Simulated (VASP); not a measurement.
Set up this calculation in VASP 6.6.1, as the native input.

```
Task                   : single point
Functional             : LDA
Potentials or basis    : VASP PAW LDA potentials, release 64 (Sb)
Cutoff                 : 520 eV
k mesh                 : 14 × 14 × 14
Occupations            : gaussian, width 0.1 eV
Spin                   : no spin polarisation
Dipole correction      : no
Further INCAR settings : ALGO = Normal; EDIFF = 1e-06; NBANDS = 8
```

The structure of Sb lies in POSCAR:

```
Sb
1.0
    3.0413942450      0.0000000000      0.0000000000
    0.0000000000      3.0413942450      0.0000000000
    0.0000000000      0.0000000000      3.0413942450
Sb
1
Direct
    0.0000000000      0.0000000000      0.0000000000
```

This isn't the form of Sb at room conditions, which is rhombohedral.

The cell isn't the ideal one: relaxed again under DFT LDA, scalar-relativistic, plane waves, PAW.

The input as run:

INCAR

```
PREC = Accurate
ENCUT = 520
EDIFF = 1E-6
ISMEAR = 0
SIGMA = 0.1
LREAL = False
LASPH = True
NELM = 60
ALGO = Normal
ISIF = 2
LWAVE = False
LCHARG = False
NBANDS = 8
```

KPOINTS

```
regular mesh
0
Gamma
  14 14 14
```

Potentials or basis: VASP PAW LDA potentials, release 64 (Sb).

Launch:

```bash
$ cat potpaw_LDA.64/Sb/POTCAR > POTCAR
$ mpirun -np 1 vasp_std > vasp.out
```

Results of the run:

- Pressure: 0.2 GPa
- Band gap on the k mesh: none (metal or under the smearing width)

Wall time 4.7 s on 1 thread of Intel(R) Xeon(R) 6975P-C (Granite Rapids), on a shared host, peak memory 0.14 GiB.
